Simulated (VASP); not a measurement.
Runs of VASP 6.6.1 on MoS2. Symmetry: P6_3/mmc, No. 194, hexagonal system. Conventional cell: a = 3.161 Å, b = 3.161 Å, c = 13.770 Å, α = 90.00°, β = 90.00°, γ = 120.00°. Mo (site symmetry -6m2) is surrounded by 6 S at 2.40 Å. Around S (site symmetry 3m) lie 3 Mo at 2.40 Å. The cell was built by a generator and needn't be a form met in nature.

```tsv
level	potentials or basis	gap on the mesh (eV)	pressure (GPa)	largest force (eV/Å)
optB86b-vdW	VASP PAW PBE potentials, release 64 (Mo_sv, S)	1.49	0.2	(c)
PBEsol	VASP PAW PBE potentials, release 64 (Mo_sv, S)	1.50	(b)	0.23
LDA	VASP PAW LDA potentials, release 64 (Mo_sv, S)	1.45	-4.7	0.42
SCAN	VASP PAW PBE potentials, release 64 (Mo_sv, S)	(a)	-0.3	0.12
vdW-DF2	VASP PAW PBE potentials, release 64 (Mo_sv, S)	1.45	10.8	1.11
```

Alike in all rows: task single point; no spin polarisation; cell as given; k mesh 8 × 8 × 2; cutoff (eV) 520; smearing fermi-dirac 0.05 eV.

Estimate the missing entries.

(a) 1.65; (b) -2.4; (c) 0.19.

Caveats: the PAW data sets were made with another functional, which shifts forces and pressure a little (some runs); this functional lacks dispersion, which binds the layers, so the pressure and a relaxed spacing across them are unreliable (some runs).

A k mesh can miss the band edges, and the runs leave out spin-orbit coupling on Mo.

Runs at the PBE level aren't shown here.
